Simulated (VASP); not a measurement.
# Vibrations of SrTiO3 (Tausonite): a test of the settings, part 2 of 2

How far do the zone-centre frequencies of SrTiO3 (Tausonite) depend on the numerical settings? The starting structure is a measured crystal structure from the Crystallography Open Database.

VASP 6.6.1.

Results so far: reference T1u (3) 598.1 cm⁻¹.

## Step 3: Modes with a 3×3×3 mesh

Level of this step: LDA, DFT+U (Ti d 4 eV), spin-polarised from a ferromagnetic start; plane waves and PAW (Sr_sv, Ti_sv, O) (VASP).

Against step 2 the input has a 3×3×3 mesh (also changed: KPAR).

INCAR reads:

```
SYSTEM = SrTiO3
PREC = Accurate
ENCUT = 520
EDIFF = 1E-08
NELM = 100
ISMEAR = 0
SIGMA = 0.03
LREAL = .FALSE.
ALGO = Normal
GGA = CA
NBANDS = 28
ISPIN = 2
MAGMOM = 0 1 0 0 0
LDAU = .TRUE.
LDAUTYPE = 2
LDAUL = -1 2 -1
LDAUU = 0 4 0
LDAUJ = 0 0 0
LDAUPRINT = 1
LASPH = .TRUE.
LMAXMIX = 4
LORBIT = 11
LWAVE = .FALSE.
LCHARG = .FALSE.
KPAR = 2
IBRION = 6
NFREE = 2
POTIM = 0.015
NSW = 1
ISIF = 2
```

POSCAR reads:

```
SrTiO3
1.0
    3.8886797529      0.0000000000      0.0000000000
    0.0000000000      3.8886797529      0.0000000000
    0.0000000000      0.0000000000      3.8886797529
Sr Ti O
1 1 3
Direct
    0.5000000000      0.5000000000      0.5000000000
    0.0000000000      0.0000000000      0.0000000000
    0.0000000000      0.0000000000      0.5000000000
    0.0000000000      0.5000000000      0.0000000000
    0.5000000000      0.0000000000      0.0000000000
```

KPOINTS reads:

```
Automatic mesh
0
Gamma
3 3 3
0 0 0
```

PAW data sets: Sr_sv, Ti_sv and O (LDA family, release 64).

Command:

```
> mpirun -np 4 vasp_std
```

The log of the run:

```text
[banner, memory and clock lines left out]
running    4 mpi-ranks, on    1 nodes
[...]
LDA part: xc-table for (Slater(with rela. corr.)+CA(PZ))
 , standard interpolation
 POSCAR, INCAR and KPOINTS ok, starting setup
[...]
entering main loop
       N       E                     dE             d eps       ncg     rms          rms(c)
DAV:   1     0.420257413409E+03    0.42026E+03   -0.20162E+04   448   0.153E+03
DAV:   2    -0.997367357739E+01   -0.43023E+03   -0.41125E+03   496   0.438E+02
DAV:   3    -0.495150086875E+02   -0.39541E+02   -0.39186E+02   508   0.134E+02
DAV:   4    -0.520810912579E+02   -0.25661E+01   -0.25610E+01   764   0.279E+01
[...]
DAV:  16    -0.412722981134E+02   -0.58276E-08   -0.21332E-07   544   0.325E-03    0.226E-03
DAV:  17    -0.412722980992E+02    0.14147E-07   -0.51307E-08   608   0.167E-03    0.873E-04
DAV:  18    -0.412722980917E+02    0.75506E-08   -0.24468E-08   444   0.139E-03
   1 F= -.41272298E+02 E0= -.41272298E+02  d E =-.711061E-39  mag=    -0.0000
[... from here on, the cycles between the ionic steps are left out ...]
   2 F= -.41271893E+02 E0= -.41271893E+02  d E =-.941744E-40  mag=    -0.0000
   3 F= -.41271893E+02 E0= -.41271893E+02  d E =-.946199E-40  mag=    -0.0000
   4 F= -.41271751E+02 E0= -.41271751E+02  d E =-.434439E-39  mag=    -0.0000
   5 F= -.41271751E+02 E0= -.41271751E+02  d E =-.437546E-39  mag=     0.0000
   6 F= -.41271976E+02 E0= -.41271976E+02  d E =-.453185E-40  mag=     0.0000
   7 F= -.41271976E+02 E0= -.41271976E+02  d E =-.450663E-40  mag=    -0.0000
   8 F= -.41270478E+02 E0= -.41270478E+02  d E =-.691567E-39  mag=     0.0000
   9 F= -.41270478E+02 E0= -.41270478E+02  d E =-.688203E-39  mag=     0.0000
 Finite differences progress:
  Degree of freedom:   4/  4
  Displacement:        2/  2
  Total:               8/  8
```

The job ended after 19 s (4 MPI ranks of Intel Xeon 6975P-C (Granite Rapids), shared host; peak memory 0.64 GiB).

Parts of OUTCAR (step 3):

```text
  Total        0.1167545      0.1167545      0.1324124      0.0000000      0.0000000     -0.0000000
  in kB        3.1811030      3.1811030      3.6077180      0.0000000      0.0000000     -0.0000000
  external PRESSURE =       3.3233080 kB  Pullay stress =       0.0000000 kB

 POSITION                                       TOTAL-FORCE (eV/Angst)
 -----------------------------------------------------------------------------------
      1.94434      1.94434      1.94434        -0.000000      0.000000     -0.017738
      0.00000      0.00000      0.00000         0.000000      0.000000     -0.057496
      0.00000      0.00000      1.92934        -0.000000      0.000000      0.242800
      0.00000      1.94434      0.00000         0.000000      0.000000     -0.083783
      1.94434      0.00000      0.00000        -0.000000      0.000000     -0.083783
 -----------------------------------------------------------------------------------
    total drift:                               -0.000000     -0.000000      0.000155

  FREE ENERGIE OF THE ION-ELECTRON SYSTEM (eV)
  ---------------------------------------------------
  free  energy   TOTEN  =       -41.2704780133 eV

  energy  without entropy=      -41.2704780133  energy(sigma->0) =      -41.27047801

 magnetization (x)
# of ion       s       p       d       tot
------------------------------------------
    1        0.000  -0.000   0.000  -0.000
    2       -0.000  -0.000   0.000   0.000
    3        0.000  -0.000   0.000   0.000
    4        0.000  -0.000   0.000   0.000
    5        0.000  -0.000   0.000   0.000
--------------------------------------------------
tot          0.000  -0.000   0.000  -0.000

[... 1 part as in an earlier step ...]

[... 2 further parts left out ...]
[key lines of the parts left out:]
E-fermi :   4.0790
```

The last energy, forces and stress in OUTCAR belong to the last displaced cell, not to that of POSCAR.

With a 3×3×3 mesh the modes are T1u (3) 588.4, T1u (2) 182.7, T2u 175.1, T1u (1) 31.2 cm⁻¹; the largest shift is -95.0 cm⁻¹, in T1u (1), from the reference.

## Step 4: Modes with a cutoff of 400 eV

Against step 2 the input has ENCUT = 400.

INCAR: that of step 3 with these lines changed.

```diff
@@ -2,3 +2,3 @@
 PREC = Accurate
-ENCUT = 520
+ENCUT = 400
 EDIFF = 1E-08
@@ -24,3 +24,3 @@
 LCHARG = .FALSE.
-KPAR = 2
+KPAR = 4
 IBRION = 6
```

POSCAR is that of step 3.

KPOINTS reads:

```
Automatic mesh
0
Gamma
6 6 6
0 0 0
```

Command:

```
> mpirun -np 4 vasp_std
```

The log of the run:

```text
[... set-up lines as in an earlier step ...]
 entering main loop
       N       E                     dE             d eps       ncg     rms          rms(c)
DAV:   1     0.362324289888E+03    0.36232E+03   -0.17576E+04  2240   0.126E+03
DAV:   2    -0.187302732241E+02   -0.38105E+03   -0.36544E+03  2592   0.387E+02
DAV:   3    -0.502688476636E+02   -0.31539E+02   -0.31316E+02  2720   0.117E+02
DAV:   4    -0.520401932166E+02   -0.17713E+01   -0.17677E+01  3740   0.222E+01
[...]
DAV:  15    -0.414163948902E+02   -0.48747E-06   -0.29787E-06  2984   0.123E-02    0.658E-03
DAV:  16    -0.414163947917E+02    0.98563E-07   -0.72948E-07  2668   0.599E-03    0.262E-03
DAV:  17    -0.414163947913E+02    0.31923E-09   -0.87939E-08  2816   0.199E-03
   1 F= -.41416395E+02 E0= -.41416395E+02  d E =-.306478E-51  mag=    -0.0000
[... from here on, the cycles between the ionic steps are left out ...]
   2 F= -.41415987E+02 E0= -.41415987E+02  d E =-.226457E-51  mag=    -0.0000
   3 F= -.41415987E+02 E0= -.41415987E+02  d E =-.224263E-51  mag=    -0.0000
   4 F= -.41415367E+02 E0= -.41415367E+02  d E =-.231157E-51  mag=    -0.0000
   5 F= -.41415367E+02 E0= -.41415367E+02  d E =-.233086E-51  mag=    -0.0000
   6 F= -.41415936E+02 E0= -.41415936E+02  d E =-.242227E-51  mag=     0.0000
   7 F= -.41415936E+02 E0= -.41415936E+02  d E =-.240288E-51  mag=     0.0000
   8 F= -.41414456E+02 E0= -.41414456E+02  d E =-.282540E-51  mag=    -0.0000
   9 F= -.41414456E+02 E0= -.41414456E+02  d E =-.280262E-51  mag=    -0.0000
 Finite differences progress:
  Degree of freedom:   4/  4
  Displacement:        2/  2
  Total:               8/  8
```

Wall time 61 s (4 MPI ranks); peak memory 1.2 GiB; 4 min of CPU time.

OUTCAR, selected parts (step 4):

```text
  Total       -1.8505134     -1.8505134     -1.8344956      0.0000000      0.0000000      0.0000000
  in kB      -50.4192378    -50.4192378    -49.9828160      0.0000000      0.0000000      0.0000000
  external PRESSURE =     -50.2737638 kB  Pullay stress =       0.0000000 kB

 POSITION                                       TOTAL-FORCE (eV/Angst)
 -----------------------------------------------------------------------------------
      1.94434      1.94434      1.94434        -0.000000      0.000000     -0.018307
      0.00000      0.00000      0.00000         0.000000      0.000000     -0.082854
      0.00000      0.00000      1.92934        -0.000000      0.000000      0.258506
      0.00000      1.94434      0.00000         0.000000      0.000000     -0.078672
      1.94434      0.00000      0.00000        -0.000000      0.000000     -0.078672
 -----------------------------------------------------------------------------------
    total drift:                               -0.000002      0.000000      0.000184

  FREE ENERGIE OF THE ION-ELECTRON SYSTEM (eV)
  ---------------------------------------------------
  free  energy   TOTEN  =       -41.4144564585 eV

  energy  without entropy=      -41.4144564585  energy(sigma->0) =      -41.41445646

 magnetization (x)
# of ion       s       p       d       tot
------------------------------------------
    1        0.000  -0.000  -0.000  -0.000
    2       -0.000   0.000  -0.000  -0.000
    3       -0.000   0.000   0.000  -0.000
    4       -0.000   0.000   0.000  -0.000
    5       -0.000   0.000   0.000  -0.000
--------------------------------------------------
tot         -0.000  -0.000  -0.000  -0.000

[... 1 part as in an earlier step ...]

[... 2 further parts left out ...]
[key lines of the parts left out:]
E-fermi :   4.4201
```

With a cutoff of 400 eV the modes are T1u (3) 600.0, T1u (2) 254.4, T2u 232.5, T1u (1) 126.4 cm⁻¹; the largest shift is +4.3 cm⁻¹, in T2u, from the reference.

## Step 5: Modes with an 8×8×8 mesh

Against step 2 the input has an 8×8×8 mesh.

INCAR: that of step 4 with these lines changed.

```diff
@@ -2,3 +2,3 @@
 PREC = Accurate
-ENCUT = 400
+ENCUT = 520
 EDIFF = 1E-08
```

POSCAR is that of step 4.

KPOINTS reads:

```
Automatic mesh
0
Gamma
8 8 8
0 0 0
```

Command:

```
> mpirun -np 4 vasp_std
```

The log of the run:

```text
[... set-up lines as in an earlier step ...]
 entering main loop
       N       E                     dE             d eps       ncg     rms          rms(c)
DAV:   1     0.418119154057E+03    0.41812E+03   -0.20361E+04  3920   0.153E+03
DAV:   2    -0.120519016230E+02   -0.43017E+03   -0.41137E+03  4520   0.433E+02
DAV:   3    -0.499515030384E+02   -0.37900E+02   -0.37627E+02  4608   0.131E+02
DAV:   4    -0.520863547614E+02   -0.21349E+01   -0.21303E+01  6680   0.259E+01
[...]
DAV:  16    -0.413643580813E+02    0.10669E-06   -0.10819E-06  4628   0.721E-03    0.288E-03
DAV:  17    -0.413643580759E+02    0.53860E-08   -0.11016E-07  4968   0.237E-03    0.977E-04
DAV:  18    -0.413643580707E+02    0.51919E-08   -0.11176E-08  2908   0.781E-04
   1 F= -.41364358E+02 E0= -.41364358E+02  d E =-.819774E-47  mag=     0.0000
[... from here on, the cycles between the ionic steps are left out ...]
   2 F= -.41363951E+02 E0= -.41363951E+02  d E =-.725530E-47  mag=     0.0000
   3 F= -.41363951E+02 E0= -.41363951E+02  d E =-.729974E-47  mag=     0.0000
   4 F= -.41363309E+02 E0= -.41363309E+02  d E =-.632658E-47  mag=    -0.0000
   5 F= -.41363309E+02 E0= -.41363309E+02  d E =-.637207E-47  mag=     0.0000
   6 F= -.41363910E+02 E0= -.41363910E+02  d E =-.667867E-47  mag=     0.0000
   7 F= -.41363910E+02 E0= -.41363910E+02  d E =-.663457E-47  mag=    -0.0000
   8 F= -.41362424E+02 E0= -.41362424E+02  d E =-.762265E-47  mag=     0.0000
   9 F= -.41362424E+02 E0= -.41362424E+02  d E =-.756424E-47  mag=     0.0000
 Finite differences progress:
  Degree of freedom:   4/  4
  Displacement:        2/  2
  Total:               8/  8
```

Run time: 2.5 min. Hardware: 4 MPI ranks; peak memory 2.4 GiB.

OUTCAR, selected parts (step 5):

```text
  Total       -0.0015889     -0.0015889      0.0144524      0.0000000      0.0000000      0.0000000
  in kB       -0.0432904     -0.0432904      0.3937723      0.0000000      0.0000000      0.0000000
  external PRESSURE =       0.1023972 kB  Pullay stress =       0.0000000 kB

 POSITION                                       TOTAL-FORCE (eV/Angst)
 -----------------------------------------------------------------------------------
      1.94434      1.94434      1.94434         0.000000      0.000000     -0.018283
      0.00000      0.00000      0.00000         0.000000      0.000000     -0.085506
      0.00000      0.00000      1.92934        -0.000000      0.000000      0.258026
      0.00000      1.94434      0.00000        -0.000000      0.000000     -0.077119
      1.94434      0.00000      0.00000         0.000000      0.000000     -0.077119
 -----------------------------------------------------------------------------------
    total drift:                               -0.000002     -0.000000      0.000137

  FREE ENERGIE OF THE ION-ELECTRON SYSTEM (eV)
  ---------------------------------------------------
  free  energy   TOTEN  =       -41.3624235478 eV

  energy  without entropy=      -41.3624235478  energy(sigma->0) =      -41.36242355

 magnetization (x)
# of ion       s       p       d       tot
------------------------------------------
    1       -0.000  -0.000  -0.000  -0.000
    2       -0.000   0.000   0.000   0.000
    3       -0.000   0.000   0.000  -0.000
    4       -0.000   0.000   0.000  -0.000
    5       -0.000   0.000   0.000  -0.000
--------------------------------------------------
tot         -0.000  -0.000   0.000  -0.000

[... 1 part as in an earlier step ...]

[... 2 further parts left out ...]
[key lines of the parts left out:]
E-fermi :   4.4163
```

With an 8×8×8 mesh the modes are T1u (3) 598.2, T1u (2) 256.1, T2u 229.0, T1u (1) 126.6 cm⁻¹; the largest shift is +1.4 cm⁻¹, in T1u (2), from the reference.

## Step 6: Comparison

| run | T1u (3) | T1u (2) | T2u | T1u (1) | core minutes |
| --- | --- | --- | --- | --- | --- |
| reference | 598.1 | 254.7 | 228.2 | 126.2 | 5.6 |
| a 3×3×3 mesh | 588.4 | 182.7 | 175.1 | 31.2 | 1.28 |
| a cutoff of 400 eV | 600.0 | 254.4 | 232.5 | 126.4 | 4.07 |
| an 8×8×8 mesh | 598.2 | 256.1 | 229.0 | 126.6 | 10.0 |

Modes are in cm⁻¹, degenerate ones as one, matched between runs by symmetry and order. A number in brackets counts the listed modes of one symmetry from the lowest. The symmetry labels come from an automatic analysis and can be wrong where levels nearly coincide. Core minutes are wall time times ranks of the run shown, on a shared host.

## Step 7: What came out

```
T1u (3), reference          : 598.1 cm⁻¹
T1u (1), reference          : 126.2 cm⁻¹
T1u (3), a 3×3×3 mesh       : 588.4 cm⁻¹
T1u (1), a 3×3×3 mesh       : 31.2 cm⁻¹
T1u (3), a cutoff of 400 eV : 600.0 cm⁻¹
T1u (1), a cutoff of 400 eV : 126.4 cm⁻¹
T1u (3), an 8×8×8 mesh      : 598.2 cm⁻¹
T1u (1), an 8×8×8 mesh      : 126.6 cm⁻¹
```

The largest change comes with a 3×3×3 mesh: -95.0 cm⁻¹ in T1u (1). On finer settings the modes change by up to +1.4 cm⁻¹ in T1u (2) with an 8×8×8 mesh. Other changes move the modes by more: -95.0 cm⁻¹ in T1u (1) with a 3×3×3 mesh and +4.3 cm⁻¹ in T2u with a cutoff of 400 eV. The frequencies are harmonic, and the splitting of polar modes by their long-range field is left out. Further runs on this material are not shown.

[Lines on the potential files, build, host, timing and source positions are cut from VASP's logs without a mark.]

[Logs are printed without paths, hosts, clocks, repeated set-up lines and the standing remarks that a program may print on its own settings, such as how far it seeks lower states.]

[Hosts, paths, dates, database ids (printed as entryN), source tags and the programs' standing remarks are cut or masked in the printed files.]
